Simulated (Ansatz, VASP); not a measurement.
## Cross-check of Cu between VASP and Ansatz

One calculation is typed for both programs; each brings its own data sets. How far apart do they land? Of the first pair: The structure shown is frame 250 of Ansatz's trajectory.

Main program and level: Ansatz 0.2.0; plane waves, with VASP 6.6.1 beside it; single point at PBEsol.

## 1. Set-up

The cell holds 48 atoms: 48 Cu. Cell: a = 8.587 Å, b = 8.587 Å, c = 8.587 Å, α = 90.0°, β = 90.0°, γ = 90.0°. As first built, before any earlier steps moved the atoms (in the runner's words): 48 atoms (48 Cu) placed at random at 8 g/cm^3, melted at 2023 K for 5 ps at fixed volume with the EAM Cu potential (Mishin et al., Phys. Rev. B 63, 224106 (2001)). Snapshot at the end of a hold of 8 ps at 1423 K and fixed volume.

## 2. Ansatz: dynamics, PBEsol

Ansatz runs on its default PAW (the set named soft_2) files.

One frame of this run of dynamics is then solved in both programs, so the motion causes no difference.

input.yaml

```yaml
crystal:
  lattice:
    - [8.5873, 0.0, 0.0]
    - [0.0, 8.5873, 0.0]
    - [0.0, 0.0, 8.5873]
  atoms:
    - { symbol: Cu, position: [0.24157, 0.29336, 0.77881] }
    - { symbol: Cu, position: [0.19379, 0.52216, 0.93959] }
    - { symbol: Cu, position: [0.2156, 0.00881, 0.55635] }
    - { symbol: Cu, position: [0.93713, 0.72263, 0.92035] }
    - { symbol: Cu, position: [0.71632, 0.51252, 0.99487] }
    - { symbol: Cu, position: [0.22129, 0.01366, 0.90745] }
    - { symbol: Cu, position: [0.70268, 0.5447, 0.55337] }
    - { symbol: Cu, position: [0.97781, 0.26777, 0.84791] }
    - { symbol: Cu, position: [0.96729, 0.98406, 0.44906] }
    - { symbol: Cu, position: [0.93792, 0.04159, 0.06831] }
    - { symbol: Cu, position: [0.75733, 0.09075, 0.56943] }
    - { symbol: Cu, position: [0.18915, 0.56446, 0.26237] }
    - { symbol: Cu, position: [0.46275, 0.05773, 0.42597] }
    - { symbol: Cu, position: [0.95138, 0.52664, 0.41391] }
    - { symbol: Cu, position: [0.71645, 0.32044, 0.39238] }
    - { symbol: Cu, position: [0.39476, 0.7843, 0.55384] }
    - { symbol: Cu, position: [0.67406, 0.82183, 0.42818] }
    - { symbol: Cu, position: [0.44083, 0.01949, 0.08364] }
    - { symbol: Cu, position: [0.16852, 0.75921, 0.77959] }
    - { symbol: Cu, position: [0.43967, 0.76788, 0.90089] }
    - { symbol: Cu, position: [0.46748, 0.53152, 0.78847] }
    - { symbol: Cu, position: [0.70626, 0.24763, 0.09043] }
    - { symbol: Cu, position: [0.7109, 0.98581, 0.23226] }
    - { symbol: Cu, position: [0.66318, 0.02572, 0.88817] }
    - { symbol: Cu, position: [0.45627, 0.26764, 0.93462] }
    - { symbol: Cu, position: [0.42944, 0.791, 0.25902] }
    - { symbol: Cu, position: [0.96756, 0.24707, 0.28739] }
    - { symbol: Cu, position: [0.23502, 0.2365, 0.09224] }
    - { symbol: Cu, position: [0.23135, 0.01227, 0.25496] }
    - { symbol: Cu, position: [0.46776, 0.06941, 0.72237] }
    - { symbol: Cu, position: [0.19532, 0.50952, 0.57873] }
    - { symbol: Cu, position: [0.97611, 0.99426, 0.73014] }
    - { symbol: Cu, position: [0.43566, 0.53199, 0.40742] }
    - { symbol: Cu, position: [0.70313, 0.32024, 0.80743] }
    - { symbol: Cu, position: [0.92185, 0.76304, 0.24262] }
    - { symbol: Cu, position: [0.47532, 0.28142, 0.2766] }
    - { symbol: Cu, position: [0.44578, 0.53203, 0.08514] }
    - { symbol: Cu, position: [0.66871, 0.7885, 0.04653] }
    - { symbol: Cu, position: [0.17767, 0.77526, 0.0801] }
    - { symbol: Cu, position: [0.23474, 0.28925, 0.37484] }
    - { symbol: Cu, position: [0.63742, 0.81491, 0.70329] }
    - { symbol: Cu, position: [0.15395, 0.78565, 0.39283] }
    - { symbol: Cu, position: [0.67544, 0.59769, 0.25889] }
    - { symbol: Cu, position: [0.96333, 0.48812, 0.09246] }
    - { symbol: Cu, position: [0.04211, 0.22186, 0.57907] }
    - { symbol: Cu, position: [0.89015, 0.73988, 0.59759] }
    - { symbol: Cu, position: [0.49846, 0.27354, 0.5719] }
    - { symbol: Cu, position: [0.93398, 0.49564, 0.70514] }
kpoints:
  mp_grid: { grid: [1, 1, 1] }
hamiltonian:
  xc: pbesol
scf:
  occupations: { method: fermi_dirac, width: 0.123 }
output:
  forces: true
  stress: true
md:
  timestep: 4.0
  n_steps: 750
  ensemble: nvt_nose_hoover
  temperature: 1423
  initial_velocities: maxwell_boltzmann
  seed: 7
```

The run is started by

```
> ansatz run input.yaml --threads 4 --pin off --max-ram 15360MiB --backend cpu --events-out ev --progress --plain --runs-dir out
```

Numbers of over 12 decimals in the logs are rounded to 6 here.

Log:

```text
Warning: md: disabling space-group detection — thermal motion breaks the input geometry's symmetry, so no spatial operation reduces the k-mesh or symmetrises the density; time reversal is kept, so that k and −k are solved as one point where they differ and the mesh holds both, and exact exchange and, on two spinor components, a DFT+U term hold to it where the run has them: on two components no moment then forms, and  [...]
Warning: output.stress: scf.convergence.dr2_threshold = 4.8e-8 eV (the default of an md: trajectory) is looser than the 4.8e-9 eV advised for a printed stress (1e-10 eV for each atom of the cell: 48). What an SCF threshold leaves in a stress goes as its square root, and in the free energy as the threshold itself, and one threshold admits the most on a small cell: [figures from the program's tests cut] Set scf.converg [...]
band count auto-derived: 551 (N_el = 912.0; filled up to band 456; 548 by the electrons, moments and atoms)
Engine: ansatz 0.2.0, aarch64-unknown-linux-gnu
Pseudopotentials: kind: paw
Pseudopotential: Cu, paw, valence charge 19, recommended cutoff 420 eV (normal), Cu.paw.azcp
Functional definition: PBEsol
  exchange = pbesol_x
  correlation = pbesol_c
Crystal: 48 atoms, lattice volume = 633.242 Å³
Basis set: ecut = 420 eV, 12293 PW (Γ), exchange–correlation on 120×120×120 points (8 copies of the dense FFT grid, shifted against one another)
Bands: 551, of which v1, the nominal top of the filled ones, is band 456 counted from 1 (455 counted from 0)
Symmetry: 1 space group operations
k-points: 1
Non-local potential: Cu, projectors of the file, l = 0: 3, l = 1: 2, l = 2: 3, l = 3: 1
PAW form: soft (Blöchl's): semilocal exchange-correlation on the pseudo side does not see the compensation charge
PAW frozen core: Cu, regenerated for the run's functional, and the local potential with it (the file was generated under x = pbe(κ = 0.804, μ = 0.219515), c = pbe(β = 0.066725))
PAW one-centre angular grid: Cu, 590 points (default); XC on 64 Gauss nodes
Initial density: superposition of atomic densities (neutral atoms: chi_scale 0, normalization atom), corrected by the library's trained network
Initial wavefunctions: pseudopotential atomic-orbital guess
Functional: x = pbesol(κ = 0.804, μ = 0.123457), c = pbesol(β = 0.046)
SCF iter   1: F=—  HF=-316251.245122 eV  |F-HF|=—  |Δ(HF+E_count)|=         —  Δρ=1.61e-2  dr2=1.03e0  ethr=1.77e-3  ⟨swp⟩=4.0  Hψ=1609  notcnv=0  defer=48
preconditioner: auto → Kerker (q_TF=auto, 2.899 Å⁻¹)  [metal: Δε(μ)=0.098 eV  Ē_g=9.498 eV  σ=0.123 eV  W_gap=0.20  n_scr=250 (ndim 8)  ℏωp=33.9 eV  f_vac=0.001  D(μ)=26.45/eV (n_scr^D=250)]
SCF iter   2: F=—  HF=-316251.057703 eV  |F-HF|=—  |Δ(HF+E_count)|=   1.87e-1  Δρ=3.08e-3  dr2=1.15e-1  ethr=1.13e-4  ⟨swp⟩=2.0  Hψ=889  notcnv=0  defer=73
SCF iter   3: F=—  HF=-316251.044614 eV  |F-HF|=—  |Δ(HF+E_count)|=   1.31e-2  Δρ=2.12e-3  dr2=6.39e-2  ethr=1.26e-5  ⟨swp⟩=1.0  Hψ=478  notcnv=0  defer=73
SCF iter   4: F=—  HF=-316251.034744 eV  |F-HF|=—  |Δ(HF+E_count)|=   9.87e-3  Δρ=5.21e-4  dr2=8.89e-3  ethr=7.01e-6  ⟨swp⟩=3.0  Hψ=930  notcnv=0  defer=73
SCF iter   5: F=—  HF=-316251.034342 eV  |F-HF|=—  |Δ(HF+E_count)|=   4.02e-4  Δρ=6.97e-4  dr2=2.52e-3  ethr=9.75e-7  ⟨swp⟩=2.0  Hψ=930  notcnv=0  defer=73
SCF iter   6: F=—  HF=-316251.033756 eV  |F-HF|=—  |Δ(HF+E_count)|=   5.86e-4  Δρ=1.37e-4  dr2=3.39e-4  ethr=2.76e-7  ⟨swp⟩=2.0  Hψ=924  notcnv=0  defer=73
SCF iter   7: F=—  HF=-316251.033827 eV  |F-HF|=—  |Δ(HF+E_count)|=   7.07e-5  Δρ=5.87e-5  dr2=6.86e-5  ethr=3.72e-8  ⟨swp⟩=2.0  Hψ=726  notcnv=0  defer=73
SCF iter   8: F=—  HF=-316251.033603 eV  |F-HF|=—  |Δ(HF+E_count)|=   2.24e-4  Δρ=7.25e-5  dr2=3.55e-5  ethr=7.52e-9  ⟨swp⟩=2.0  Hψ=927  notcnv=0  defer=73
SCF iter   9: F=—  HF=-316251.033598 eV  |F-HF|=—  |Δ(HF+E_count)|=   5.64e-6  Δρ=1.50e-5  dr2=3.55e-6  ethr=3.90e-9  ⟨swp⟩=2.0  Hψ=924  notcnv=0  defer=73
[...]
md step   712: t =  2848.00 fs  T =  1614.5 K  F+E_penalty+E_count = -316247.96677245 eV  E_kin = 9.808574 eV  conserved = -316242.38463967 eV  P_inst = -2.9427 GPa  (6 SCF iters)
md step   714: t =  2856.00 fs  T =  1621.6 K  F+E_penalty+E_count = -316248.05059678 eV  E_kin = 9.851364 eV  conserved = -316242.38056949 eV  P_inst = -2.9537 GPa  (6 SCF iters)
md step   716: t =  2864.00 fs  T =  1603.6 K  F+E_penalty+E_count = -316248.01255254 eV  E_kin = 9.742140 eV  conserved = -316242.37911661 eV  P_inst = -2.8275 GPa  (6 SCF iters)
md step   718: t =  2872.00 fs  T =  1578.6 K  F+E_penalty+E_count = -316247.96728178 eV  E_kin = 9.590598 eV  conserved = -316242.38145378 eV  P_inst = -2.6728 GPa  (6 SCF iters)
md step   720: t =  2880.00 fs  T =  1531.2 K  F+E_penalty+E_count = -316247.81949780 eV  E_kin = 9.302103 eV  conserved = -316242.38442482 eV  P_inst = -2.4804 GPa  (11 SCF iters)
md step   722: t =  2888.00 fs  T =  1440.1 K  F+E_penalty+E_count = -316247.43443322 eV  E_kin = 8.748724 eV  conserved = -316242.38462920 eV  P_inst = -2.1889 GPa  (6 SCF iters)
md step   724: t =  2896.00 fs  T =  1317.0 K  F+E_penalty+E_count = -316246.86706089 eV  E_kin = 8.001310 eV  conserved = -316242.37844756 eV  P_inst = -1.8332 GPa  (6 SCF iters)
md step   726: t =  2904.00 fs  T =  1228.3 K  F+E_penalty+E_count = -316246.51310973 eV  E_kin = 7.462009 eV  conserved = -316242.37243700 eV  P_inst = -1.6339 GPa  (6 SCF iters)
md step   728: t =  2912.00 fs  T =  1232.0 K  F+E_penalty+E_count = -316246.73363244 eV  E_kin = 7.484611 eV  conserved = -316242.37474309 eV  P_inst = -1.7968 GPa  (6 SCF iters)
md step   730: t =  2920.00 fs  T =  1308.4 K  F+E_penalty+E_count = -316247.41379628 eV  E_kin = 7.948550 eV  conserved = -316242.38187678 eV  P_inst = -2.2525 GPa  (11 SCF iters)
md step   732: t =  2928.00 fs  T =  1385.4 K  F+E_penalty+E_count = -316248.11658016 eV  E_kin = 8.416326 eV  conserved = -316242.38800429 eV  P_inst = -2.7167 GPa  (6 SCF iters)
md step   734: t =  2936.00 fs  T =  1400.9 K  F+E_penalty+E_count = -316248.45585452 eV  E_kin = 8.510993 eV  conserved = -316242.38938940 eV  P_inst = -2.9394 GPa  (6 SCF iters)
md step   736: t =  2944.00 fs  T =  1344.8 K  F+E_penalty+E_count = -316248.35199676 eV  E_kin = 8.170160 eV  conserved = -316242.38564436 eV  P_inst = -2.8874 GPa  (6 SCF iters)
md step   738: t =  2952.00 fs  T =  1260.4 K  F+E_penalty+E_count = -316248.05377989 eV  E_kin = 7.657276 eV  conserved = -316242.38014592 eV  P_inst = -2.7472 GPa  (6 SCF iters)
md step   740: t =  2960.00 fs  T =  1208.2 K  F+E_penalty+E_count = -316247.92468587 eV  E_kin = 7.339861 eV  conserved = -316242.37667485 eV  P_inst = -2.7723 GPa  (11 SCF iters)
md step   742: t =  2968.00 fs  T =  1225.1 K  F+E_penalty+E_count = -316248.19563296 eV  E_kin = 7.442610 eV  conserved = -316242.37729232 eV  P_inst = -3.1105 GPa  (6 SCF iters)
md step   744: t =  2976.00 fs  T =  1302.3 K  F+E_penalty+E_count = -316248.82303791 eV  E_kin = 7.911725 eV  conserved = -316242.38270565 eV  P_inst = -3.7044 GPa  (6 SCF iters)
md step   746: t =  2984.00 fs  T =  1385.6 K  F+E_penalty+E_count = -316249.48144935 eV  E_kin = 8.417523 eV  conserved = -316242.38937169 eV  P_inst = -4.3066 GPa  (6 SCF iters)
md step   748: t =  2992.00 fs  T =  1410.5 K  F+E_penalty+E_count = -316249.77794450 eV  E_kin = 8.568994 eV  conserved = -316242.39359068 eV  P_inst = -4.6359 GPa  (6 SCF iters)
[...]
md step   750: t =  3000.00 fs  T =  1343.5 K  F+E_penalty+E_count = -316249.49876272 eV  E_kin = 8.161756 eV  conserved = -316242.39192671 eV  P_inst = -4.5520 GPa  (11 SCF iters)
SCF converged after 11 iterations
Free energy (F): -316249.498763 eV
Harris-Foulkes:  -316249.498763 eV  (|F-HF|=1.83e-8)
Internal energy: -316248.507704 eV  (E = F + TS)
E sigma→0 (E₀):  -316249.003234 eV
Entropy (-TS):   -0.991058 eV (-20.647 meV/atom)
Fermi energy:    14.203294 eV
--- Per-component energies (eV) ---
  E_band       = -19198.560652
  E_kinetic    = 14396.054849
  E_local      = -210939.160626  (includes V_loc(G=0)·N_el)
  E_nonlocal   = 18892.846840
  E_hartree    = 92841.962212
  E_xc         = -4240.561420
  E_vxc        = -5495.185855  (∫ρ·V_xc dr)
  E_paw        = -78152.982791  (= ΣΔE_a)
  E_vpaw       = -21737.055888  (= ΣTr[D̂ρ^β])
  E_aug_tail   = 0.012206  (compensation charges beyond the density's cutoff)
  E_ewald      = -149056.576679
  E_core_change = 9.897705  (= ΣΔE_core)
  E_smearing   = -0.991058  (= −TS)
  E_closure    = 0.000000  (closes the sum)
  Σ components = -316249.498763   (vs F -316249.498763, Δ=0.00e0)
--- Forces (eV/Å), atoms counted from 1 ---
  atom   1  Cu    -0.15098124     0.04082164    -0.21487314
  atom   2  Cu    -1.04234795     0.44023089    -0.49096186
  atom   3  Cu     0.49941154    -0.40761773     0.05728175
  atom   4  Cu     1.42476468    -0.35821906     1.11807787
  atom   5  Cu     0.66581405     1.45431864     2.16005031
  atom   6  Cu    -0.31859111    -0.39691986     0.94296205
  atom   7  Cu     0.19568958     0.53326396    -0.48941436
  atom   8  Cu    -0.26879086     0.67286021     0.61292758
  atom   9  Cu    -1.06055772    -0.63705877    -0.62038149
  atom  10  Cu     1.10166364     0.93989195     1.09130673
  atom  11  Cu     0.02401620    -1.98403796     0.49003994
  atom  12  Cu    -0.15755492    -0.86190937     0.85146107
  atom  13  Cu    -0.58349360     0.61574667    -0.46636459
  atom  14  Cu     0.22045219     0.00999080     0.79444574
  atom  15  Cu    -0.36502555    -2.25247027     0.54766897
  atom  16  Cu    -0.22787967     0.92655292    -0.22762106
  atom  17  Cu     0.34668326    -0.33249025     0.00431515
  atom  18  Cu     0.20861474     0.01804212    -0.44868987
  atom  19  Cu     0.23405600     0.36725456    -0.04384034
  atom  20  Cu    -1.38353488     1.33805849    -0.55293559
  atom  21  Cu     0.33716696     0.91934330     0.26221187
  atom  22  Cu    -0.81712227     0.81746214    -0.70005747
  atom  23  Cu    -0.58316034     0.66898636    -0.41444738
  atom  24  Cu    -0.15653718     0.74831269    -1.01631956
[...]
atom  41  Cu     0.35363815     0.57662850    -0.04515105
  atom  42  Cu    -0.34808670    -0.21031807    -0.40922126
  atom  43  Cu     1.24151945    -0.02237387     0.05980733
  atom  44  Cu     0.72029399     0.08006569    -0.03392467
  atom  45  Cu     1.04192586     0.43092990     0.22470519
  atom  46  Cu     0.03775513    -0.24558041     0.40509166
  atom  47  Cu    -0.39283483    -1.36779652    -0.87199386
  atom  48  Cu     0.37830593     1.06825869    -0.93016401
  max |Σ_I F_I| component: 9.63e-6 eV/Å
--- Stress (GPa, compression-positive) ---
       -6.061141       1.151546       0.479094
        1.151546      -5.017849      -0.468013
        0.479094      -0.468013      -6.795063
  P = ⅓ Tr σ = -5.9580 GPa (-59.580 kbar)
--- MD trajectory: 750 steps, t = 0.0 → 3000.0 fs ---
  final state: T = 1343.5 K   F+E_penalty+E_count = -316249.49876272 eV   E_kin = 8.161756 eV
  conserved energy: peak-to-peak 3.272e-2 eV (6.817e-4 eV/atom) over 3000.0 fs
```

The column dr2 measures how far the density is from self-consistency, as an energy; F and HF (Harris–Foulkes) agree once it is small.

(Part 1 of 3 ends here.)

[Lines on the potential files, build, host, timing and source positions are cut from VASP's logs without a mark.]

[Logs are printed without paths, hosts, clocks, repeated set-up lines and the standing remarks that a program may print on its own settings, such as how far it seeks lower states.]

[Hosts, paths, dates, database ids (printed as entryN), source tags and the programs' standing remarks are cut or masked in the printed files.]
